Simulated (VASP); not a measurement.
Data:

```xyz
2
Lattice="0.0000 2.6564 2.6564 2.6564 0.0000 2.6564 2.6564 2.6564 0.0000" Properties=species:S:1:pos:R:3 pbc="T T T"
Hg     0.0000     0.0000     0.0000
S      1.3282     1.3282     1.3282
```

All values below come from PBE GGA, VASP's PBE PAW potentials (set 64) (plane waves; VASP). Numerical set-up: 500 eV cut-off, 12×12×12 Γ-centred mesh, first-order Methfessel-Paxton smearing of 0.10 eV, potentials Hg S.

Unless said otherwise, spin-orbit coupling is left out, though it shifts the bands of the heavy elements here.

**Question.** Estimate the energy per atom (σ→0), pressure, band gap (on the k-mesh) with the smallest direct gap where there is one.

**Answer.** 
```
Quantity                                                    Result
------------------------  ----------------------------------------
band gap (on the k-mesh)  none (metal, semimetal or under 0.01 eV)
energy per atom (σ→0)                               -1460 meV/atom
pressure                                                 45.07 GPa
```

Total energies compare only between runs with the same potentials, cut-off and functional.

The compound is HgS in the zinc blende structure, metacinnabar; cinnabar is the stable form. It was relaxed first under an external pressure of 45 GPa.
